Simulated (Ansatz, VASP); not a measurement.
# Cross-check of Re between VASP and Ansatz

One calculation is typed for both programs; each brings its own data sets and cutoff. How far apart do they land?

Program: Ansatz 0.2.0. Level of theory: plane waves, with VASP 6.6.1 beside it; single point at PBEsol. Results are calculated unless marked as measured.

### 1. The starting structure

Symmetry: P6_3/mmc, No. 194, hexagonal system. The conventional cell has a = 2.750 Å, b = 2.750 Å, c = 4.443 Å, α = 90.00°, β = 90.00°, γ = 120.00°. Re has 12 Re at 2.73 to 2.75 Å nearest.

Coordinates:

```
Re
1.0
     2.75036    0.00000    0.00000
    -1.37518    2.38188    0.00000
     0.00000    0.00000    4.44350
Re
2
Direct
  0.00000 0.00000 0.00000
  0.33333 0.66667 0.50000
```

### 2. VASP: single point, PBEsol

A single point gives forces, pressure and levels at one fixed geometry, so differences don't come from the geometry; what else differs is listed under the comparison.

Lines of VASP's logs that name or quote its potential files are left out, and so is its time.

Contents of INCAR:

```
SYSTEM = Re
PREC = Accurate
ENCUT = 450
EDIFF = 1E-08
NELM = 100
ISMEAR = -5
SIGMA = 0.15
LREAL = .FALSE.
ALGO = Normal
GGA = PS
NBANDS = 23
LASPH = .TRUE.
LORBIT = 11
LWAVE = .FALSE.
LCHARG = .FALSE.
KPAR = 2
ISIF = 2
NEDOS = 3001
```

Contents of POSCAR:

```
Re
1.0
    2.7503579824      0.0000000000      0.0000000000
   -1.3751789912      2.3818798822      0.0000000000
    0.0000000000      0.0000000000      4.4434960373
Re
2
Direct
    0.0000000000      0.0000000000      0.0000000000
    0.3333333333      0.6666666667      0.5000000000
```

Contents of KPOINTS:

```
Automatic mesh
0
Gamma
32 32 18
0 0 0
```

The projector-augmented-wave data sets are Re (PBE family, release 64).

On the command line:

```bash
$ mpirun -np 2 vasp_std
```

Numbers of over 12 decimals in the logs are rounded to 6 here.

Log:

```text
[banner, memory and clock lines left out]
running    2 mpi-ranks, on    1 nodes
 distrk:  each k-point on    1 cores,    2 groups
 distr:  one band on    1 cores,    1 groups

 POSCAR found type information on POSCAR Re
 POSCAR found :  1 types and       2 ions
|                                                                             |
|               ----> ADVICE to this user running VASP <----                  |
|                                                                             |
|     You enforced a specific xc type in the INCAR file but a different       |
|     [... a line on the potential file left out ...]
|     I HOPE YOU KNOW WHAT YOU ARE DOING!                                     |
|                                                                             |

 LDA part: xc-table for (Slater+PW92), standard interpolation
 POSCAR, INCAR and KPOINTS ok, starting setup
 FFT: planning ... GRIDC
 FFT: planning ... GRID_SOFT
 FFT: planning ... GRID
 WAVECAR not read
 entering main loop
       N       E                     dE             d eps       ncg     rms          rms(c)
DAV:   1     0.209285499757E+02    0.20929E+02   -0.58043E+03 93840   0.695E+02
DAV:   2    -0.273552875463E+02   -0.48284E+02   -0.43241E+02 80345   0.228E+02
DAV:   3    -0.282409637020E+02   -0.88568E+00   -0.88123E+00 65542   0.259E+01
DAV:   4    -0.282471035679E+02   -0.61399E-02   -0.61329E-02 79340   0.147E+00
DAV:   5    -0.282472365040E+02   -0.13294E-03   -0.13287E-03 65007   0.463E-01    0.455E+01
DAV:   6    -0.271208016755E+02    0.11264E+01   -0.41635E-01 81216   0.151E+01    0.188E+01
DAV:   7    -0.267494104431E+02    0.37139E+00   -0.29579E-01 86144   0.122E+01    0.511E-01
DAV:   8    -0.267373751354E+02    0.12035E-01   -0.67257E-03 72324   0.475E-01    0.153E-01
DAV:   9    -0.267363594978E+02    0.10156E-02   -0.33787E-04 84480   0.128E-01    0.449E-02
DAV:  10    -0.267363616698E+02   -0.21720E-05   -0.44155E-05 76904   0.568E-02    0.220E-02
DAV:  11    -0.267363633359E+02   -0.16661E-05   -0.71465E-07 82616   0.985E-03    0.174E-03
DAV:  12    -0.267363630299E+02    0.30596E-06   -0.36509E-08 72536   0.389E-03    0.589E-04
DAV:  13    -0.267363630271E+02    0.28438E-08   -0.59139E-10 37335   0.898E-04
   1 F= -.26736363E+02 E0= -.26736363E+02  d E =0.000000E+00
|                                                                             |
|           W    W    AA    RRRRR   N    N  II  N    N   GGGG   !!!           |
|           W    W   A  A   R    R  NN   N  II  NN   N  G    G  !!!           |
|           W    W  A    A  R    R  N N  N  II  N N  N  G       !!!           |
|           W WW W  AAAAAA  RRRRR   N  N N  II  N  N N  G  GGG   !            |
|           WW  WW  A    A  R   R   N   NN  II  N   NN  G    G                |
|           W    W  A    A  R    R  N    N  II  N    N   GGGG   !!!           |
|                                                                             |
|     Tetrahedron method does not include variations of the Fermi             |
|     occupations, so forces and stress will be inaccurate. We suggest        |
|     using a different smearing scheme ISMEAR = 1 or 2 for metals in         |
|     relaxations.                                                            |
|                                                                             |
```

From OUTCAR (step 2):

```text
ion  position               nearest neighbor table
   1  0.000  0.000  0.000-   2 2.73   2 2.73   2 2.73   2 2.73   2 2.73   2 2.73
   2  0.333  0.667  0.500-   1 2.73   1 2.73   1 2.73   1 2.73   1 2.73   1 2.73

  LATTYP: Found a hexagonal cell.
 ALAT       =     2.7503579824
 C/A-ratio  =     1.6156064286

 Subroutine GETGRP returns: Found 24 space group operations
 (whereof 12 operations were pure point group operations)

The static configuration has the point symmetry D_3h.
 The point group associated with its full space group is D_6h.

 Found   1020 irreducible k-points:

   k-points           NKPTS =   1020   k-points in BZ     NKDIM =   1020   number of bands    NBANDS=     23

   dimension x,y,z NGX =    20 NGY =   20 NGZ =   32
   dimension x,y,z NGXF=    40 NGYF=   40 NGZF=   64

   ENCUT  =  450.0 eV  33.07 Ry    5.75 a.u.   4.76  4.76  7.69*2*pi/ulx,y,z

   NELECT =      14.0000    total number of electrons

 k-points in reciprocal lattice and weights: Automatic mesh
   0.00000000  0.00000000  0.00000000       0.000
   0.03125000  0.00000000  0.00000000       0.000
   0.06250000  0.00000000  0.00000000       0.000
   0.09375000  0.00000000  0.00000000       0.000
   0.12500000  0.00000000  0.00000000       0.000
   0.15625000  0.00000000  0.00000000       0.000
   0.18750000  0.00000000  0.00000000       0.000
   0.21875000  0.00000000  0.00000000       0.000
   0.25000000  0.00000000  0.00000000       0.000
[...]
0.31250000  0.31250000  0.50000000       0.000
   0.34375000  0.31250000  0.50000000       0.000

 average (electrostatic) potential at core
       1 -38.8174       2 -38.8174

 E-fermi :   7.8397

 k-point     1 :       0.0000    0.0000    0.0000
  band No.  band energies     occupation
    ...
      3       6.2337      2.00000
      4       6.2389      2.00000
      5       6.2389      2.00000
      6       7.0920      2.00000
      7       7.0920      2.00000
      8       8.0409      0.00000
      9       8.0409      0.00000
     10       8.4821      0.00000
     11      11.2710      0.00000
     12      11.2710      0.00000
    ...

 k-point     2 :       0.0312    0.0000    0.0000
  band No.  band energies     occupation
    ...
      3       6.0355      2.00000
      4       6.2764      2.00000
      5       6.4229      2.00000
      6       7.0612      2.00000
      7       7.1275      2.00000
      8       7.9803     -0.05397
      9       8.0080      0.00000
     10       8.3338      0.00000
     11      11.2938      0.00000
     12      11.4813      0.00000
    ...

 k-point     3 :       0.0625    0.0000    0.0000
  band No.  band energies     occupation
    ...
      4       6.3883      2.00000
      5       6.6044      2.00000
      6       6.9756      2.00000
      7       7.2333      2.00000
      8       7.6862      2.06202
      9       7.9136      0.01438
     10       8.1155      0.00000
     11      11.3580      0.00000
     12      11.9993      0.00000
     13      17.9836      0.00000
    ...

  Total        0.0260382      0.0260382     -0.0203249      0.0000000      0.0000000      0.0000000
  in kB        1.4331353      1.4331353     -1.1186801      0.0000000      0.0000000      0.0000000
  external PRESSURE =       0.5825301 kB  Pullay stress =       0.0000000 kB

  energy-cutoff  :      450.00
  volume of cell :       29.11
      direct lattice vectors                 reciprocal lattice vectors
     2.750357982  0.000000000  0.000000000     0.363589033  0.209918226  0.000000000
    -1.375178991  2.381879882  0.000000000     0.000000000  0.419836452  0.000000000
     0.000000000  0.000000000  4.443496037     0.000000000  0.000000000  0.225048023

 POSITION                                       TOTAL-FORCE (eV/Angst)
 -----------------------------------------------------------------------------------
      0.00000      0.00000      0.00000        -0.000000      0.000000      0.000000
     -0.00000      1.58792      2.22175         0.000000      0.000000      0.000000
 -----------------------------------------------------------------------------------
    total drift:                                0.000000     -0.000000     -0.000000

  FREE ENERGIE OF THE ION-ELECTRON SYSTEM (eV)
  ---------------------------------------------------
  free  energy   TOTEN  =       -26.7363630271 eV

  energy  without entropy=      -26.7363630271  energy(sigma->0) =      -26.73636303

 total charge
# of ion       s       p       d       tot
------------------------------------------
    1        0.631   0.687   4.885   6.203
    2        0.631   0.687   4.885   6.203
--------------------------------------------------
tot          1.262   1.375   9.770  12.407

[... 3 further parts left out ...]
```

The data set Re keeps the semicore shell frozen, which is cheaper and a little less accurate. With tetrahedra the forces and stress of a metal are not exact derivatives of the energy.

### 3. Ansatz: single point, PBEsol

Ansatz runs on its default PAW (the set named soft_2) files.

The same cell, functional, mesh and smearing now go to Ansatz, which takes its cutoff from its data sets.

Contents of input.yaml:

```yaml
crystal:
  lattice:
    - [2.7503579824, 0.0, 0.0]
    - [-1.3751789912, 2.3818798822, 0.0]
    - [0.0, 0.0, 4.4434960373]
  atoms:
    - { symbol: Re, position: [0.0, 0.0, 0.0] }
    - { symbol: Re, position: [0.3333333333, 0.6666666667, 0.5] }
hamiltonian:
  xc: pbesol
  pseudopotentials: { kind: paw }
kpoints:
  mp_grid: { grid: [32, 32, 18] }
scf:
  occupations: { method: tetrahedron }
output:
  forces: true
  stress: true
```

On the command line:

```bash
$ ansatz run input.yaml --threads 2 --pin off --max-ram 4608MiB --backend cpu --events-out ev --progress --plain --runs-dir out
```

Log:

```text
Warning: output.forces, output.stress, relax.cell or npt_langevin: where a Kohn–Sham band that disperses or a degenerate level is filled in part under the method tetrahedron, the forces or the stress that this run publishes need not agree with its energy (scf.occupations.method in the input reference, under Limitations); prefer a smearing scheme for the forces or the stress
Engine: ansatz 0.2.0, aarch64-unknown-linux-gnu
Pseudopotentials: kind: paw
Pseudopotential: Re, paw, valence charge 15, recommended cutoff 420 eV (normal), Re.paw.azcp
Functional definition: PBEsol
  exchange = pbesol_x
  correlation = pbesol_c
Crystal: 2 atoms, lattice volume = 29.109 Å³
Basis set: ecut = 420 eV, 573 PW (Γ), exchange–correlation on 40×40×60 points (8 copies of the dense FFT grid, shifted against one another)
Bands: 19, of which v1, the nominal top of the filled ones, is band 15 counted from 1 (14 counted from 0)
Symmetry: 24 space group operations
Space group: P63/mmc (ITA 194), of the structure as read, at distance tolerance 3.1e-5 Å
k-points: 1020 of 18432
Non-local potential: Re, projectors of the file, l = 0: 3, l = 1: 2, l = 2: 2, l = 3: 1
PAW form: soft (Blöchl's): semilocal exchange-correlation on the pseudo side does not see the compensation charge
PAW frozen core: Re, regenerated for the run's functional, and the local potential with it (the file was generated under x = pbe(κ = 0.804, μ = 0.219515), c = pbe(β = 0.066725))
PAW one-centre angular grid: Re, 590 points (default); XC on 64 Gauss nodes
Initial density: superposition of atomic densities (neutral atoms: chi_scale 0, normalization atom), corrected by the library's trained network
Initial wavefunctions: pseudopotential atomic-orbital guess
Functional: x = pbesol(κ = 0.804, μ = 0.123457), c = pbesol(β = 0.046)
SCF iter   1: F=—  HF=-21474.494186 eV  |F-HF|=—  |Δ(HF+E_count)|=         —  Δρ=8.20e-3  dr2=6.24e-3  ethr=1.77e-3  ⟨swp⟩=6.0  Hψ=89065  notcnv=0
preconditioner: auto → none  [metal: no gap  n_scr=8 (ndim 8)  ℏωp=25.8 eV  f_vac=0.000  sad-step TF]
SCF iter   2: F=—  HF=-21474.495381 eV  |F-HF|=—  |Δ(HF+E_count)|=   1.19e-3  Δρ=4.83e-3  dr2=2.31e-3  ethr=2.08e-5  ⟨swp⟩=2.0  Hψ=32340  notcnv=0  defer=59
SCF iter   3: F=—  HF=-21474.495800 eV  |F-HF|=—  |Δ(HF+E_count)|=   4.20e-4  Δρ=2.93e-4  dr2=1.32e-5  ethr=7.69e-6  ⟨swp⟩=2.6  Hψ=28896  notcnv=0  defer=76
SCF iter   4: F=—  HF=-21474.495841 eV  |F-HF|=—  |Δ(HF+E_count)|=   4.04e-5  Δρ=9.35e-5  dr2=1.03e-6  ethr=4.39e-8  ⟨swp⟩=2.0  Hψ=37760  notcnv=0  defer=76
SCF iter   5: F=-21474.495840 eV  HF=-21474.495840 eV  |F-HF|=2.12e-8  |Δ(HF+E_count)|=   1.01e-6  Δρ=2.94e-5  dr2=8.77e-8  ethr=3.33e-10  ⟨swp⟩=4.6  Hψ=65215  notcnv=0
SCF 1 converged in 5 iterations: F = -21474.495840 eV  dr2 = 8.77e-8
  greatest PAW one-centre occupation: 0.999 electrons in one spin orbital (limit 2), on the Re atom at site 1 (counted from 0), in its partial waves of l = 0
SCF converged after 5 iterations
Stability not checked: this state was not tested for a lower state beside it, because cold or Methfessel-Paxton smearing, or corrected tetrahedra, fill the levels in a way that the test cannot read (fill_not_monotonic; see scf.lower_state_search)
Free energy (F): -21474.495840 eV
Harris-Foulkes:  -21474.495840 eV  (|F-HF|=2.12e-8)
Internal energy: -21474.495804 eV  (E = F + TS)
E sigma→0 (E₀):  -21474.495840 eV
Entropy (-TS):   -0.000035 eV (-0.018 meV/atom)
Fermi energy:    24.102137 eV
--- Per-component energies (eV) ---
  E_band       = -139.263955
  E_kinetic    = 1084.288865
  E_local      = -1501.489944  (includes V_loc(G=0)·N_el)
  E_nonlocal   = 101.502939
  E_hartree    = 538.342318
  E_xc         = -803.249677
  E_vxc        = -609.054742  (∫ρ·V_xc dr)
  E_paw        = -17061.877962  (= ΣΔE_a)
  E_vpaw       = -291.191169  (= ΣTr[D̂ρ^β])
  E_aug_tail   = -0.000150  (compensation charges beyond the density's cutoff)
  E_ewald      = -3832.478716
  E_core_change = 0.466523  (= ΣΔE_core)
  E_smearing   = -0.000035  (= −TS)
  E_closure    = 0.000000  (closes the sum)
  Σ components = -21474.495840   (vs F -21474.495840, Δ=0.00e0)
--- Forces (eV/Å), atoms counted from 1 ---
  atom   1  Re     0.00000000     0.00000000     0.00000000
  atom   2  Re     0.00000000    -0.00000000    -0.00000000
  max |Σ_I F_I| component: 2.78e-17 eV/Å
--- Stress (GPa, compression-positive) ---
        0.019862       0.000000      -0.000000
        0.000000       0.019862       0.000000
       -0.000000       0.000000      -0.114357
  P = ⅓ Tr σ = -0.0249 GPa (-0.249 kbar)
--- Band table (eV; the first three rows and the last of 1020) ---
  k-point 0: bands = [... 11 lower, 22.5062, 22.5062, 23.3602, 23.3602, 24.3085, 24.3085, 24.7494, 27.5404]
  k-point 1: bands = [... 11 lower, 22.4852, 22.4852, 23.3355, 23.3355, 24.3643, 24.3643, 24.6365, 27.5464]
  k-point 2: bands = [... 11 lower, 22.4319, 22.4319, 23.2650, 23.2650, 24.3241, 24.5213, 24.5213, 27.5596]
  k-point 1019: bands = [... 11 lower, 20.3609, 21.9447, 21.9447, 24.1785, 24.1785, 27.5465, 27.5465, 33.6933]
```

It took 19 s on 2 threads of Arm Neoverse N1, shared host; peak memory 0.66 GiB.

The run ends at a pressure of -0.02 GPa.

### 4. Comparison

Known differences besides the potentials themselves: the data sets hold 30 valence electrons in Ansatz (default PAW (the set named soft_2) files) and 14 in VASP; the cutoff is 420 eV in Ansatz and 450 eV in VASP; Ansatz makes its cores anew for this functional, VASP keeps those of its PBE data sets. Total energies have different zeros and are not compared.

Both answers:

| quantity | Ansatz | VASP | difference |
| --- | --- | --- | --- |
| pressure (GPa) | -0.02 | 0.06 | -0.08 |
| pressure without Ansatz's Pulay correction (GPa) | -0.18 | 0.06 | -0.24 |

Ansatz's pressure holds a Pulay correction of 0.15 GPa; VASP's holds none.

### 5. Outcome

```
difference in pressure (single point, PBEsol) : -0.083 GPa
```

In words: The difference in pressure is -0.083 GPa (single point, PBEsol), within the 1 GPa picked in this series as the mark of a large difference. 1 further run of this series is not shown here. How closely two codes agree says nothing of how well the functional describes the real material.

[Lines on the potential files, build, host, timing and source positions are cut from VASP's logs without a mark.]

[Logs are printed without paths, hosts, clocks, repeated set-up lines and the standing remarks that a program may print on its own settings, such as how far it seeks lower states.]

[Hosts, paths, dates, database ids (printed as entryN), source tags and the programs' standing remarks are cut or masked in the printed files.]
